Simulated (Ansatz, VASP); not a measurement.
# AlN (6H polytype (invented)): VASP beside Ansatz, part 2 of 2

One calculation is typed for both programs; each brings its own data sets. How far apart do they land? The cell is taken from a series of runs on this material, whose earlier steps may have relaxed, scaled, displaced or heated it; both programs get it as it stands.

VASP 6.6.1 and Ansatz 0.2.0.

So far. Step 2 (VASP: single point, r2SCAN): The run ends at a pressure of -0.25 GPa, with forces up to 0.0043 eV/Å.

## 3. Ansatz: single point, r2SCAN

Level of this step: Ansatz beside VASP: Kohn-Sham DFT, plane waves, r2SCAN (Ansatz).

Ansatz runs on its PAW soft_1 files.

The same cell, functional, mesh and smearing now go to Ansatz.

Input file input.yaml:

```yaml
crystal:
  lattice:
    - [3.094301554, 0.0, 0.0]
    - [-1.547150777, 2.6797437528, 0.0]
    - [0.0, 0.0, 15.080855829]
  atoms:
    - { symbol: Al, position: [0.0, 0.0, 0.0001459516] }
    - { symbol: Al, position: [0.3333333333, 0.6666666667, 0.1658870141] }
    - { symbol: Al, position: [0.6666666667, 0.3333333333, 0.3330509981] }
    - { symbol: Al, position: [0.0, 0.0, 0.5001459516] }
    - { symbol: Al, position: [0.6666666667, 0.3333333333, 0.6658870141] }
    - { symbol: Al, position: [0.3333333333, 0.6666666667, 0.8330509981] }
    - { symbol: "N", position: [0.0, 0.0, 0.1252948819] }
    - { symbol: "N", position: [0.3333333333, 0.6666666667, 0.2917521939] }
    - { symbol: "N", position: [0.6666666667, 0.3333333333, 0.4588689604] }
    - { symbol: "N", position: [0.0, 0.0, 0.6252948819] }
    - { symbol: "N", position: [0.6666666667, 0.3333333333, 0.7917521939] }
    - { symbol: "N", position: [0.3333333333, 0.6666666667, 0.9588689604] }
kpoints:
  mp_grid: { grid: [9, 9, 2] }
hamiltonian:
  xc: r2scan
  pseudopotentials: { kind: paw, azcp: { folder: soft_1 } }
scf:
  occupations: { method: gaussian, width: 0.01 }
  n_extra_bands: 18
output:
  eigenvalues: true
  eigenstates:
    kpoints:
      - [0.0, -0.5, 0.0]
      - [0.003939787, -0.501969894, 0.0]
      - [0.0, -0.496588044, 0.0]
      - [0.0, -0.5, 0.019201542]
      - [0.00278585, -0.498980308, 0.0]
      - [0.00278585, -0.503805542, 0.0]
      - [0.00278585, -0.501392925, 0.013577541]
      - [0.00278585, -0.501392925, -0.013577541]
      - [0.0, -0.497587383, 0.013577541]
      - [0.0, -0.497587383, -0.013577541]
      - [0.002274637, -0.499167425, 0.011086015]
      - [0.002274637, -0.499167425, -0.011086015]
      - [0.002274637, -0.503107212, 0.011086015]
      - [-0.002274637, -0.496892788, 0.011086015]
      - [-0.003939787, -0.498030106, 0.0]
      - [0.0, -0.503411956, 0.0]
      - [0.0, -0.5, -0.019201542]
      - [-0.00278585, -0.501019692, 0.0]
      - [-0.00278585, -0.496194458, 0.0]
      - [-0.00278585, -0.498607075, -0.013577541]
      - [-0.00278585, -0.498607075, 0.013577541]
      - [0.0, -0.502412617, -0.013577541]
      - [0.0, -0.502412617, 0.013577541]
      - [-0.002274637, -0.500832575, -0.011086015]
      - [-0.002274637, -0.500832575, 0.011086015]
      - [-0.002274637, -0.496892788, -0.011086015]
      - [0.002274637, -0.503107212, -0.011086015]
      - [0.014774202, -0.507387101, 0.0]
      - [0.0, -0.487205166, 0.0]
      - [0.0, -0.5, 0.072005783]
      - [0.010446938, -0.496176155, 0.0]
      - [0.010446938, -0.514270783, 0.0]
      - [0.010446938, -0.505223469, 0.050915777]
      - [0.010446938, -0.505223469, -0.050915777]
      - [0.0, -0.490952686, 0.050915777]
      - [0.0, -0.490952686, -0.050915777]
      - [0.008529889, -0.496877844, 0.041572558]
      - [0.008529889, -0.496877844, -0.041572558]
      - [0.008529889, -0.511652045, 0.041572558]
      - [-0.008529889, -0.488347955, 0.041572558]
      - [-0.014774202, -0.492612899, 0.0]
      - [0.0, -0.512794834, 0.0]
      - [0.0, -0.5, -0.072005783]
      - [-0.010446938, -0.503823845, 0.0]
      - [-0.010446938, -0.485729217, 0.0]
      - [-0.010446938, -0.494776531, -0.050915777]
      - [-0.010446938, -0.494776531, 0.050915777]
      - [0.0, -0.509047314, -0.050915777]
      - [0.0, -0.509047314, 0.050915777]
      - [-0.008529889, -0.503122156, -0.041572558]
      - [-0.008529889, -0.503122156, 0.041572558]
      - [-0.008529889, -0.488347955, -0.041572558]
      - [0.008529889, -0.511652045, -0.041572558]
      - [0.0, 0.0, 0.0]
      - [0.003939787, -0.001969894, 0.0]
      - [0.0, 0.003411956, 0.0]
      - [0.0, 0.0, 0.019201542]
      - [0.00278585, 0.001019692, 0.0]
      - [0.00278585, -0.003805542, 0.0]
      - [0.00278585, -0.001392925, 0.013577541]
      - [0.00278585, -0.001392925, -0.013577541]
      - [0.0, 0.002412617, 0.013577541]
      - [0.0, 0.002412617, -0.013577541]
      - [0.002274637, 0.000832575, 0.011086015]
      - [0.002274637, 0.000832575, -0.011086015]
      - [0.002274637, -0.003107212, 0.011086015]
      - [-0.002274637, 0.003107212, 0.011086015]
      - [-0.003939787, 0.001969894, 0.0]
      - [0.0, -0.003411956, 0.0]
      - [0.0, 0.0, -0.019201542]
      - [-0.00278585, -0.001019692, 0.0]
      - [-0.00278585, 0.003805542, 0.0]
      - [-0.00278585, 0.001392925, -0.013577541]
      - [-0.00278585, 0.001392925, 0.013577541]
      - [0.0, -0.002412617, -0.013577541]
      - [0.0, -0.002412617, 0.013577541]
      - [-0.002274637, -0.000832575, -0.011086015]
      - [-0.002274637, -0.000832575, 0.011086015]
      - [-0.002274637, 0.003107212, -0.011086015]
      - [0.002274637, -0.003107212, -0.011086015]
      - [0.014774202, -0.007387101, 0.0]
      - [0.0, 0.012794834, 0.0]
      - [0.0, 0.0, 0.072005783]
      - [0.010446938, 0.003823845, 0.0]
      - [0.010446938, -0.014270783, 0.0]
      - [0.010446938, -0.005223469, 0.050915777]
      - [0.010446938, -0.005223469, -0.050915777]
      - [0.0, 0.009047314, 0.050915777]
      - [0.0, 0.009047314, -0.050915777]
      - [0.008529889, 0.003122156, 0.041572558]
      - [0.008529889, 0.003122156, -0.041572558]
      - [0.008529889, -0.011652045, 0.041572558]
      - [-0.008529889, 0.011652045, 0.041572558]
      - [-0.014774202, 0.007387101, 0.0]
      - [0.0, -0.012794834, 0.0]
      - [0.0, 0.0, -0.072005783]
      - [-0.010446938, -0.003823845, 0.0]
      - [-0.010446938, 0.014270783, 0.0]
      - [-0.010446938, 0.005223469, -0.050915777]
      - [-0.010446938, 0.005223469, 0.050915777]
      - [0.0, -0.009047314, -0.050915777]
      - [0.0, -0.009047314, 0.050915777]
      - [-0.008529889, -0.003122156, -0.041572558]
      - [-0.008529889, -0.003122156, 0.041572558]
      - [-0.008529889, 0.011652045, -0.041572558]
      - [0.008529889, -0.011652045, -0.041572558]
      - [0.0, 0.0, 0.0]
      - [0.003939787, -0.001969894, 0.0]
      - [0.0, 0.003411956, 0.0]
      - [0.0, 0.0, 0.019201542]
      - [0.00278585, 0.001019692, 0.0]
      - [0.00278585, -0.003805542, 0.0]
      - [0.00278585, -0.001392925, 0.013577541]
      - [0.00278585, -0.001392925, -0.013577541]
      - [0.0, 0.002412617, 0.013577541]
      - [0.0, 0.002412617, -0.013577541]
      - [0.002274637, 0.000832575, 0.011086015]
      - [0.002274637, 0.000832575, -0.011086015]
      - [0.002274637, -0.003107212, 0.011086015]
      - [-0.002274637, 0.003107212, 0.011086015]
      - [-0.003939787, 0.001969894, 0.0]
      - [0.0, -0.003411956, 0.0]
      - [0.0, 0.0, -0.019201542]
      - [-0.00278585, -0.001019692, 0.0]
      - [-0.00278585, 0.003805542, 0.0]
      - [-0.00278585, 0.001392925, -0.013577541]
      - [-0.00278585, 0.001392925, 0.013577541]
      - [0.0, -0.002412617, -0.013577541]
      - [0.0, -0.002412617, 0.013577541]
      - [-0.002274637, -0.000832575, -0.011086015]
      - [-0.002274637, -0.000832575, 0.011086015]
      - [-0.002274637, 0.003107212, -0.011086015]
      - [0.002274637, -0.003107212, -0.011086015]
      - [0.014774202, -0.007387101, 0.0]
      - [0.0, 0.012794834, 0.0]
      - [0.0, 0.0, 0.072005783]
      - [0.010446938, 0.003823845, 0.0]
      - [0.010446938, -0.014270783, 0.0]
      - [0.010446938, -0.005223469, 0.050915777]
      - [0.010446938, -0.005223469, -0.050915777]
      - [0.0, 0.009047314, 0.050915777]
      - [0.0, 0.009047314, -0.050915777]
      - [0.008529889, 0.003122156, 0.041572558]
      - [0.008529889, 0.003122156, -0.041572558]
      - [0.008529889, -0.011652045, 0.041572558]
      - [-0.008529889, 0.011652045, 0.041572558]
      - [-0.014774202, 0.007387101, 0.0]
      - [0.0, -0.012794834, 0.0]
      - [0.0, 0.0, -0.072005783]
      - [-0.010446938, -0.003823845, 0.0]
      - [-0.010446938, 0.014270783, 0.0]
      - [-0.010446938, 0.005223469, -0.050915777]
      - [-0.010446938, 0.005223469, 0.050915777]
      - [0.0, -0.009047314, -0.050915777]
      - [0.0, -0.009047314, 0.050915777]
      - [-0.008529889, -0.003122156, -0.041572558]
      - [-0.008529889, -0.003122156, 0.041572558]
      - [-0.008529889, 0.011652045, -0.041572558]
      - [0.008529889, -0.011652045, -0.041572558]
basis:
  ecutwfc: 600.0
checkpoint:
  read: start.run
  write: ck
  compress: false
  write_wavefunctions: false
  write_every: 100000
```

Run with:

```sh
> ansatz run input.yaml --threads 4 --pin off --max-ram 10240MiB --backend cpu --events-out ev --progress --plain --runs-dir out
```

Numbers of over 12 decimals in the logs are rounded to 6 here.

Output:

```text
scf.n_extra_bands = 18 over 24 filled bands (N_el = 48.0): the run solves 42 bands
Engine: ansatz 0.2.0, aarch64-unknown-linux-gnu
Pseudopotentials: kind: paw
Pseudopotential: Al, paw, valence charge 3, recommended cutoff 500 eV (meta_gga), soft_1/Al.paw.azcp
Pseudopotential: N, paw, valence charge 5, recommended cutoff 500 eV (meta_gga), soft_1/N.paw.azcp
Functional definition: r2SCAN
  parameter k0 = 0.174
  parameter k1 = 0.065
  parameter a1 = 4.9479
  exchange = r2scan_x(k0 = k0, k1 = k1, a1 = a1)
  correlation = r2scan_c
Crystal: 12 atoms, lattice volume = 125.049 Å³
Basis set: ecut = 600 eV, 4189 PW (Γ), exchange–correlation on 100×100×500 points (64 copies of the dense FFT grid, shifted against one another)
Bands: 42, of which v1, the nominal top of the filled ones, is band 24 counted from 1 (23 counted from 0)
Symmetry: 12 space group operations
Space group: P63mc (ITA 186), of the structure as read, at distance tolerance 5.0e-5 Å
k-points: 24 of 162
Non-local potential: Al, projectors of the file, l = 0: 2, l = 1: 2, l = 2: 1
Non-local potential: N, projectors of the file, l = 0: 2, l = 1: 2, l = 2: 1
PAW form: soft (Blöchl's): semilocal exchange-correlation on the pseudo side does not see the compensation charge
PAW frozen core: Al, regenerated for the run's functional (the file was generated under x = pbe(κ = 0.804, μ = 0.219515), c = pbe(β = 0.066725))
PAW frozen core: N, regenerated for the run's functional (the file was generated under x = pbe(κ = 0.804, μ = 0.219515), c = pbe(β = 0.066725))
PAW one-centre angular grid: Al, 302 points (default); XC on 160 Gauss nodes
PAW one-centre angular grid: N, 302 points (default); XC on 160 Gauss nodes
Initial density: read from a saved state, or passed on in memory by an earlier SCF of this step, an earlier step, the calling program or the single point that the run made first
Initial wavefunctions: pseudopotential atomic-orbital guess
Functional: x = r2scan, c = r2scan; τ floored in thin density (d = 2e-4 eV/Å³)
iter 1 solved again at ethr=2.99e-8 eV; its pass at ethr=3.10e-3 eV (dr2=1.44e-5 eV) is discarded
SCF iter   1: F=—  HF=-5570.729692 eV  |F-HF|=—  |Δ(HF+E_count)|=         —  Δρ=1.13e-7  dr2=7.57e-12  dr2_τ=7.80e-13  ethr=2.99e-8  ⟨swp⟩=4.8  Hψ=8317  notcnv=0
eigensolver tolerance schedule: the retry pair's looser diagonalisation over-reported the residual by 1898687.15 of it (diagonalisation noise at an unbounded share of the residual, at the tolerance the schedule requests for it); recorded, not acted on — ethr = c·dr2/N_el stays at c = 1.0e-1
preconditioner: auto → none  [insulator: Δε(μ)=4.559 eV  Ē_g=15.467 eV  σ=0.010 eV  W_gap=1.00  n_scr=10 (ndim 8)  ℏωp=23.0 eV  f_vac=0.000  D(μ)=0.00/eV (n_scr^D=0)  ε∞_Penn≈3.2]
SCF iter   2: F=-5570.729691 eV  HF=-5570.729691 eV  |F-HF|=4.55e-12  |Δ(HF+E_count)|=   9.78e-7  Δρ=9.45e-8  dr2=8.32e-12  dr2_τ=2.24e-12  ethr=1.00e-12  ⟨swp⟩=5.5  Hψ=3470  notcnv=0
SCF 1 converged in 2 iterations: F = -5570.729691 eV  dr2 = 8.32e-12
  greatest PAW one-centre occupation: 0.797 electrons in one spin orbital (limit 2), on the N atom at site 9 (counted from 0), in its partial waves of l = 0
NSCF: frozen V_eff on 159 k-points
SCF converged after 2 iterations
Free energy (F): -5570.729691 eV
Harris-Foulkes:  -5570.729691 eV  (|F-HF|=4.55e-12)
Internal energy: -5570.729691 eV  (E = F + TS)
E sigma→0 (E₀):  -5570.729691 eV
Fermi energy:    9.031949 eV
--- Per-component energies (eV) ---
  E_band       = 68.364921
  E_kinetic    = 946.479923
  E_local      = -1261.514121  (includes V_loc(G=0)·N_el)
  E_nonlocal   = 261.493779
  E_hartree    = 469.463410
  E_xc         = -577.728583
  E_vxc        = -707.205975  (∫ρ·V_xc dr)
  E_paw        = -3629.820385  (= ΣΔE_a)
  E_vpaw       = -147.539916  (= ΣTr[D̂ρ^β])
  E_aug_tail   = 0.000092  (compensation charges beyond the density's cutoff)
  E_vtau       = 37.724225  (kinetic-family band-sum trace: ∫τ·v_τ [+ j·A + Jᵃ·Aᵃ] dr)
  E_ewald      = -1778.565770
  E_core_change = -0.538037  (= ΣΔE_core)
  E_smearing   = -0.000000  (= −TS)
  E_closure    = -0.000000  (closes the sum)
  Σ components = -5570.729691   (vs F -5570.729691, Δ=0.00e0)
--- Band table (eV; the first three rows and the last of 24) ---
  k-point 0: bands = [... 20 lower, 6.5595, 6.6909, 6.6909, 6.7524, 11.5985, 12.9929, 13.1320, 14.3734, ... 14 higher]
  k-point 1: bands = [... 20 lower, 6.6519, 6.6519, 6.6519, 6.6519, 12.0859, 12.0859, 13.9453, 13.9453, ... 14 higher]
  k-point 2: bands = [... 20 lower, 6.4568, 6.4859, 6.6690, 6.6957, 12.3115, 13.3950, 13.5157, 14.7140, ... 14 higher]
  k-point 23: bands = [... 20 lower, 5.3773, 5.3773, 5.6511, 5.6511, 13.2158, 13.2158, 13.6577, 13.6577, ... 14 higher]
```

## 4. Side by side

Known differences besides the potentials themselves: VASP keeps PBE cores, Ansatz makes them for the functional; the cutoff is 600 eV in Ansatz and 580 eV in VASP. Total energies have different zeros and are not compared.

The two programs side by side:

```csv
quantity,Ansatz,VASP,difference
gap on the k mesh (eV),4.559,4.561,-0.002
```

A gap on the mesh is an upper bound, since the band edges may lie between its points.

## 5. Summary of results

| Item | Value |
| --- | --- |
| difference in gap on the k mesh (single point, r2SCAN) | -0.0019 eV |

In words: The difference in gap on the k mesh is -0.0019 eV (single point, r2SCAN), within the 0.08 eV picked in this series as the mark of a large difference. Such differences can come from data sets, numerical settings and the points named under the comparisons, not from the functional's error against experiment.

[Lines on the potential files, build, host, timing and source positions are cut from VASP's logs without a mark.]

[Logs are printed without paths, hosts, clocks, repeated set-up lines and the standing remarks that a program may print on its own settings, such as how far it seeks lower states.]

[Hosts, paths, dates, database ids (printed as entryN), source tags and the programs' standing remarks are cut or masked in the printed files.]
